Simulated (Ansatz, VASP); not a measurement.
**One calculation of Rb3Ba, two programs**

The input run.py:

```python
from ase.calculators.vasp import Vasp
from ase.dft.bandgap import bandgap
from ase.io import read

atoms = read('POSCAR')
calc = Vasp(
    directory='calc',
    xc='pbesol',
    pp='PBE',
    setups='materialsproject',
    prec='Accurate',
    encut=520,
    ediff=1e-06,
    ismear=0,
    sigma=0.05,
    lreal=False,
    lasph=True,
    nelm=100,
    algo='Normal',
    isif=2,
    lwave=False,
    lcharg=False,
    kpts=[6, 6, 6],
    gamma=True,
    nbands=26,
)
atoms.calc = calc

print('energy (eV):', atoms.get_potential_energy())
print('free energy (eV):', atoms.get_potential_energy(force_consistent=True))
print('forces (eV/A):')
print(atoms.get_forces())
print('stress (eV/A^3, Voigt):', atoms.get_stress())
print('Fermi level (eV):', calc.get_fermi_level())
gap, top, bottom = bandgap(calc)
print('band gap (eV):', gap, 'from (spin, k, band)', top, 'to', bottom)
```

The input POSCAR:

```
Rb3Ba
1.0
   -3.3714590000      3.3714590000      7.3713480000
    3.3714590000     -3.3714590000      7.3713480000
    3.3714590000      3.3714590000     -7.3713480000
Ba Rb
1 3
Direct
    0.0000000000      0.0000000000      0.0000000000
    0.5000000000      0.5000000000      0.0000000000
    0.2500000000      0.7500000000      0.5000000000
    0.7500000000      0.2500000000      0.5000000000
```

input.yaml

```yaml
crystal:
  lattice:
    - [-3.371459, 3.371459, 7.371348]
    - [3.371459, -3.371459, 7.371348]
    - [3.371459, 3.371459, -7.371348]
  atoms:
    - { symbol: Ba, position: [0.0, 0.0, 0.0] }
    - { symbol: Rb, position: [0.5, 0.5, 0.0] }
    - { symbol: Rb, position: [0.25, 0.75, 0.5] }
    - { symbol: Rb, position: [0.75, 0.25, 0.5] }
hamiltonian:
  xc: pbesol
  pseudopotentials: { kind: paw }
kpoints:
  mp_grid: { grid: [6, 6, 6] }
scf:
  occupations: { method: gaussian, width: 0.05 }
output:
  forces: true
  stress: true
  eigenvalues: true
  write_density: true
  write_potential: true
  elf: true
  volumetric_format: npy
```

The cell comes from a database or a generator and needn't be the stable form of this composition.

Alike in both runs: task single point; functional PBEsol; k mesh 6 × 6 × 6; occupations gaussian, width 0.05 eV; no spin polarisation.

|  | VASP | Ansatz |
| --- | --- | --- |
| version | VASP 6.6.1 | Ansatz 0.2.0 |
| potentials or method | VASP PAW PBE potentials, release 64 (Ba_sv, Rb_sv) | Ansatz PAW |
| plane-wave cutoff (eV) | 520 | 420 |
| valence electrons in the cell | 37 | 37 |

|  | VASP | Ansatz | Ansatz less VASP |
| --- | --- | --- | --- |
| gap on the k mesh at the Fermi level (eV) | none | none | - |
| pressure (GPa) | -0.2 | -0.2 | 0.00 |

A gap of «none» marks a metal or a gap that the smearing closes. With one functional, cell and mesh, what is left measures potentials, basis and numerics.

Caveats: the PAW data sets were made with another functional, which shifts forces and pressure a little (VASP); the PAW data sets come from PBE, with cores solved anew for the run's functional, which leaves a small shift of forces and pressure (Ansatz). Spin-orbit coupling is left out, which matters for the levels of Ba.
